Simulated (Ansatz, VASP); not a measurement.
# Ge (Germanium) in two plane-wave programs, part 2 of 2

Aim: how closely do two programs agree when they are given the same cell, functional and k mesh? The cell is taken from a series of runs on this material, whose earlier steps may have relaxed, scaled, displaced or heated it; both programs get it as it stands.

VASP 6.6.1 and Ansatz 0.2.0.

So far: Starting point; VASP: zone-centre phonons, PBEsol.

This is not the structure that Ge takes at ambient pressure and room temperature (diamond type); it is a model or a phase of other conditions.

## 2. VASP: zone-centre phonons, PBEsol (continued)

Level of this step: PBEsol; plane waves and PAW (Ge_d) (VASP).

Numbers of over 12 decimals in the logs are rounded to 6 here.

Parts of OUTCAR (step 2):

```text
ion  position               nearest neighbor table
   1  0.500  0.500  0.500-   2 2.45   2 2.45   2 2.45   2 2.45
   2  0.750  0.750  0.750-   1 2.45   1 2.45   1 2.45   1 2.45

  LATTYP: Found a body centered tetragonal cell.
 ALAT       =     4.0618384257
 C/A-ratio  =     1.3413932434

 Subroutine GETGRP returns: Found  4 space group operations
 (whereof  2 operations were pure point group operations)

The static configuration has the point symmetry C_1h.
 The point group associated with its full space group is C_2h.

   k-points           NKPTS =   1728   k-points in BZ     NKDIM =   1728   number of bands    NBANDS=     20

   dimension x,y,z NGX =    30 NGY =   30 NGZ =   30
   dimension x,y,z NGXF=    60 NGYF=   60 NGZF=   60

   ENCUT  =  500.0 eV  36.75 Ry    6.06 a.u.   7.22  7.22  7.41*2*pi/ulx,y,z

   NELECT =      28.0000    total number of electrons

 k-points in reciprocal lattice and weights: Points of the shifted mesh
   0.04166667  0.04166667  0.04166667       0.001
   0.04166667  0.04166667  0.12500000       0.001
   0.04166667  0.04166667  0.20833333       0.001
   0.04166667  0.04166667  0.29166667       0.001
   0.04166667  0.04166667  0.37500000       0.001
   0.04166667  0.04166667  0.45833333       0.001
   0.04166667  0.04166667  0.54166667       0.001
   0.04166667  0.04166667  0.62500000       0.001
   0.04166667  0.04166667  0.70833333       0.001
[...]
0.95833333  0.95833333  0.87500000       0.001
   0.95833333  0.95833333  0.95833333       0.001

 average (electrostatic) potential at core
       1 -74.1002       2 -74.1002

  Total       -0.0386065     -0.0386065      0.9305238     -0.0029871     -0.0030117     -0.0030117
  in kB       -1.3761839     -1.3761839     33.1698897     -0.1064804     -0.1073580     -0.1073563
  external PRESSURE =      10.1391740 kB  Pullay stress =       0.0000000 kB

  energy-cutoff  :      500.00
  volume of cell :       44.95
      direct lattice vectors                 reciprocal lattice vectors
     0.000000000  2.872153495  2.724261310    -0.174085403  0.174085403  0.183535991
     2.872153495  0.000000000  2.724261310     0.174085403 -0.174085403  0.183535991
     2.872153495  2.872153495  0.000000000     0.174085403  0.174085403 -0.183535991

 POSITION                                       TOTAL-FORCE (eV/Angst)
 -----------------------------------------------------------------------------------
      2.87200      2.87200      2.72415         0.000005      0.000005      0.000255
      4.30838      4.30838      4.08650        -0.000005     -0.000005     -0.000255
 -----------------------------------------------------------------------------------
    total drift:                                0.000000      0.000000      0.000000

 Eigenvectors and eigenvalues of the dynamical matrix
 ----------------------------------------------------

   1 f  =    8.810531 THz    55.358198 2PiTHz  293.887677 cm-1    36.437412 meV
             X         Y         Z           dx          dy          dz
      2.872000  2.872000  2.724150    -0.500000    0.500000    0.000000
      4.308384  4.308384  4.086503     0.500000   -0.500000   -0.000000

   2 f  =    8.808156 THz    55.343279 2PiTHz  293.808471 cm-1    36.427591 meV
             X         Y         Z           dx          dy          dz
      2.872000  2.872000  2.724150     0.483182    0.483182    0.181855
      4.308384  4.308384  4.086503    -0.483182   -0.483182   -0.181855

   3 f  =    8.633754 THz    54.247475 2PiTHz  287.991027 cm-1    35.706321 meV
             X         Y         Z           dx          dy          dz
      2.872000  2.872000  2.724150     0.128591    0.128591   -0.683322
      4.308384  4.308384  4.086503    -0.128591   -0.128591    0.683322

   4 f  =    0.000000 THz     0.000001 2PiTHz    0.000004 cm-1     0.000001 meV
             X         Y         Z           dx          dy          dz
      2.872000  2.872000  2.724150     0.149745   -0.690453    0.029167
      4.308384  4.308384  4.086503     0.149745   -0.690453    0.029167

   5 f/i=    0.000000 THz     0.000000 2PiTHz    0.000002 cm-1     0.000000 meV
             X         Y         Z           dx          dy          dz
      2.872000  2.872000  2.724150     0.691024    0.149260   -0.014405
      4.308384  4.308384  4.086503     0.691024    0.149260   -0.014405

   6 f/i=    0.000000 THz     0.000001 2PiTHz    0.000004 cm-1     0.000001 meV
             X         Y         Z           dx          dy          dz
      2.872000  2.872000  2.724150     0.007909    0.031554    0.706358
      4.308384  4.308384  4.086503     0.007909    0.031554    0.706358

 ELASTIC MODULI CONTR FROM IONIC RELAXATION (kBar)
 Direction    XX          YY          ZZ          XY          YZ          ZX
 --------------------------------------------------------------------------------
 XX          -0.2406     -0.2380      0.0730      7.9448     -2.3648     -1.6298
 YY          -0.2380     -0.2406      0.0730      7.8160     -3.1029     -0.7620
 ZZ           0.0730      0.0730     -0.0365     -1.6267      2.0588      1.5233
 XY           7.9448      7.8160     -1.6267   -305.0036      5.3752     -3.0094
 YZ          -2.3648     -3.1029      2.0588      5.3752   -238.4916      6.1114
 ZX          -1.6298     -0.7620      1.5233     -3.0094      6.1114   -240.9924
 --------------------------------------------------------------------------------
```

## 3. Ansatz: zone-centre phonons, PBEsol

Ansatz runs on its PAW soft_1 files.

The same cell, functional, mesh and smearing now go to Ansatz, which takes its cutoff from its data sets.

Contents of input.yaml:

```yaml
crystal:
  lattice:
    - [0.0, 2.8721534949, 2.7242613101]
    - [2.8721534949, 0.0, 2.7242613101]
    - [2.8721534949, 2.8721534949, 0.0]
  atoms:
    - { symbol: Ge, position: [0.499979611, 0.499979611, 0.4999667778] }
    - { symbol: Ge, position: [0.750020389, 0.750020389, 0.7500332222] }
kpoints:
  mp_grid: { grid: [12, 12, 12], shift: [0.5, 0.5, 0.5] }
hamiltonian:
  xc: pbesol
  pseudopotentials: { kind: paw, azcp: { folder: soft_1 }, xc_functional: pbe }
scf:
  occupations: { method: gaussian, width: 0.015 }
output:
  eigenvalues: true
phonons:
  method: dfpt
```

Started as:

```console
> ansatz run input.yaml --threads 4 --pin off --max-ram 10240MiB --backend cpu --events-out ev --progress --plain --runs-dir out
```

What it wrote:

```text
Engine: ansatz 0.2.0, aarch64-unknown-linux-gnu
Pseudopotentials: kind: paw
Pseudopotential: Ge, paw, valence charge 14, recommended cutoff 420 eV (normal), soft_1/Ge.paw.azcp
Functional definition: PBEsol
  exchange = pbesol_x
  correlation = pbesol_c
Crystal: 2 atoms, lattice volume = 44.946 Å³
Basis set: ecut = 420 eV, 925 PW (Γ), exchange–correlation on 64×64×64 points (8 copies of the dense FFT grid, shifted against one another)
Bands: 18, of which v1, the nominal top of the filled ones, is band 14 counted from 1 (13 counted from 0)
Symmetry: 4 space group operations
k-points: 864 of 1728 (irreducible under 1 space group operation, time reversal used)
Non-local potential: Ge, projectors of the file, l = 0: 2, l = 1: 2, l = 2: 3, l = 3: 1
PAW form: soft (Blöchl's): semilocal exchange-correlation on the pseudo side does not see the compensation charge
PAW frozen core: Ge, regenerated for the run's functional, and the local potential with it (the file was generated under x = pbe(κ = 0.804, μ = 0.219515), c = pbe(β = 0.066725))
PAW one-centre angular grid: Ge, 590 points (default); XC on 64 Gauss nodes
Initial density: superposition of atomic densities (chi_scale 0.1, normalization cell)
Initial wavefunctions: pseudopotential atomic-orbital guess
Functional: x = pbesol(κ = 0.804, μ = 0.123457), c = pbesol(β = 0.046)
SCF iter   1: F=—  HF=-8507.058629 eV  |F-HF|=—  |Δ(HF+E_count)|=         —  Δρ=3.55e-2  dr2=4.50e-1  ethr=3.10e-3  ⟨swp⟩=6.0  Hψ=72007  notcnv=0
preconditioner: auto → none  [insulator: Δε(μ)=0.109 eV  Ē_g=23.310 eV  σ=0.015 eV  W_gap=1.00  n_scr=14 (ndim 8)  ℏωp=29.3 eV  f_vac=0.000  D(μ)=0.00/eV (n_scr^D=0)  ε∞_Penn≈2.6]
SCF iter   2: F=—  HF=-8506.993799 eV  |F-HF|=—  |Δ(HF+E_count)|=   6.48e-2  Δρ=1.70e-2  dr2=8.50e-2  ethr=1.61e-3  ⟨swp⟩=2.0  Hψ=25584  notcnv=0
SCF iter   3: F=—  HF=-8506.987106 eV  |F-HF|=—  |Δ(HF+E_count)|=   6.69e-3  Δρ=1.65e-3  dr2=3.17e-4  ethr=3.03e-4  ⟨swp⟩=2.7  Hψ=22368  notcnv=0
SCF iter   4: F=—  HF=-8506.987265 eV  |F-HF|=—  |Δ(HF+E_count)|=   1.59e-4  Δρ=2.82e-4  dr2=2.49e-5  ethr=1.13e-6  ⟨swp⟩=2.0  Hψ=26352  notcnv=0
SCF iter   5: F=—  HF=-8506.987205 eV  |F-HF|=—  |Δ(HF+E_count)|=   6.04e-5  Δρ=8.14e-5  dr2=2.26e-6  ethr=8.89e-8  ⟨swp⟩=2.0  Hψ=27649  notcnv=0
SCF iter   6: F=—  HF=-8506.987203 eV  |F-HF|=—  |Δ(HF+E_count)|=   1.39e-6  Δρ=2.12e-5  dr2=1.26e-7  ethr=8.08e-9  ⟨swp⟩=2.0  Hψ=27648  notcnv=0
SCF iter   7: F=—  HF=-8506.987203 eV  |F-HF|=—  |Δ(HF+E_count)|=   8.34e-8  Δρ=1.89e-6  dr2=1.02e-9  ethr=4.50e-10  ⟨swp⟩=2.0  Hψ=27648  notcnv=0
SCF iter   8: F=—  HF=-8506.987203 eV  |F-HF|=—  |Δ(HF+E_count)|=  2.38e-10  Δρ=2.88e-7  dr2=4.65e-11  ethr=3.65e-12  ⟨swp⟩=2.0  Hψ=27649  notcnv=0
SCF iter   9: F=-8506.987203 eV  HF=-8506.987203 eV  |F-HF|=1.82e-12  |Δ(HF+E_count)|=  1.09e-11  Δρ=2.28e-8  dr2=7.45e-14  ethr=1.00e-12  ⟨swp⟩=5.3  Hψ=59283  notcnv=0
SCF 1 converged in 9 iterations: F = -8506.987203 eV  dr2 = 7.45e-14
  greatest PAW one-centre occupation: 0.998 electrons in one spin orbital (limit 2), on the Ge atom at site 1 (counted from 0), in its partial waves of l = 2
DFPT response loops at Γ: preconditioner auto → Kerker (q_TF=auto, 2.521 Å⁻¹) (partly filled bands, converged f_vac=0.056); β = 1.00, the filter's whole step (`scf.mixing.beta` (0.50) is not read by the response loops under this deck's `scf.mixing.preconditioner`; to damp them name `kerker` or `kerker_dos`, under which they read `scf.mixing.beta`, and type it under 1.00, their step now; both keys bind the ground state too); Broyden in place of MSR1
SCF converged after 9 iterations
Free energy (F): -8506.987203 eV
Harris-Foulkes:  -8506.987203 eV  (|F-HF|=1.82e-12)
Internal energy: -8506.987192 eV  (E = F + TS)
E sigma→0 (E₀):  -8506.987198 eV
Entropy (-TS):   -0.000011 eV (-0.005 meV/atom)
Fermi energy:    8.600866 eV
--- Per-component energies (eV) ---
  E_band       = -301.293792
  E_kinetic    = 186.051950
  E_local      = -4491.123804  (includes V_loc(G=0)·N_el)
  E_nonlocal   = 438.887735
  E_hartree    = 2139.428789
  E_xc         = -142.359771
  E_vxc        = -130.548759  (∫ρ·V_xc dr)
  E_paw        = -3944.830082  (= ΣΔE_a)
  E_vpaw       = -583.418523  (= ΣTr[D̂ρ^β])
  E_aug_tail   = 0.000029  (compensation charges beyond the density's cutoff)
  E_ewald      = -2694.877913
  E_core_change = 1.835876  (= ΣΔE_core)
  E_smearing   = -0.000011  (= −TS)
  E_closure    = 0.000000  (closes the sum)
  Σ components = -8506.987203   (vs F -8506.987203, Δ=0.00e0)
--- Band table (eV; the first three rows and the last of 864) ---
  k-point 0: bands = [... 10 lower, -4.3152, 7.7530, 8.3310, 8.5893, 9.1519, 10.9383, 11.1960, 11.2241]
  k-point 1: bands = [... 10 lower, -4.2044, 6.5550, 8.1811, 8.2391, 9.6602, 11.3119, 11.4589, 11.6632]
  k-point 2: bands = [... 10 lower, -3.9262, 5.0200, 7.7139, 7.8916, 9.5854, 11.6992, 12.0018, 12.8903]
  k-point 863: bands = [... 10 lower, -2.2093, 0.8685, 6.6609, 7.2282, 8.8632, 12.0352, 12.4818, 15.6147]
--- Phonons (Γ-DFPT): 2 representative perturbations + reference, on 864 of 1728 k-points (Σ response iterations 6) ---
  k mesh reduced under 1 symmetry operation, with k and −k counted as one. Each operation leaves every solved perturbation unchanged. A smaller set is not used because it would not reduce the number of displacements times k-points to solve
  ASR residual: 1.561e-5 → 0.000e0 eV/Å²; symmetrization residual: 3.021e-6 eV/Å²
  ASR residual per site (eV/Å²): 1.56e-5 1.56e-5
  Γ frequencies (cm⁻¹): 0.00 0.00 0.00 287.04 293.29 293.32
  non-analytic LO–TO correction: not included (Born effective charges unavailable; polar crystals: no LO–TO splitting at Γ)
```

In the SCF lines HF is the Harris–Foulkes energy and dr2 the Hartree energy of the density residual, in eV; the loop may stop once dr2 is under the threshold and the program's other checks hold. Hψ counts applications of the Hamiltonian.

## 4. Comparison

Known differences besides the potentials themselves: the cutoff is 420 eV in Ansatz and 500 eV in VASP; Ansatz makes its cores anew for this functional, VASP keeps those of its PBE data sets. Total energies have different zeros and are not compared.

Compared:

| quantity | Ansatz | VASP | difference |
| --- | --- | --- | --- |
| optical mode 1 (cm⁻¹) | 287.0 | 288.0 | -0.33 % |
| optical mode 2 to 3 (cm⁻¹) | 293.3 | 293.8 | -0.18 % |

Modes are paired by rising frequency, not by their patterns, so a pair may set unlike modes beside each other; they are those without the splitting of longitudinal modes.

## 5. Results

| Item | Value |
| --- | --- |
| r.m.s. difference of the optical zone-centre modes, each program's sorted by frequency (zone-centre phonons, PBEsol) | 0.71 cm⁻¹ |

**Reading.** The r.m.s. difference of the optical zone-centre modes, each program's sorted by frequency is 0.71 cm⁻¹ (zone-centre phonons, PBEsol). How closely two codes agree says nothing of how well the functional describes the real material.

[Lines on the potential files, build, host, timing and source positions are cut from VASP's logs without a mark.]

[Logs are printed without paths, hosts, clocks, repeated set-up lines and the standing remarks that a program may print on its own settings, such as how far it seeks lower states.]

[Hosts, paths, dates, database ids (printed as entryN), source tags and the programs' standing remarks are cut or masked in the printed files.]
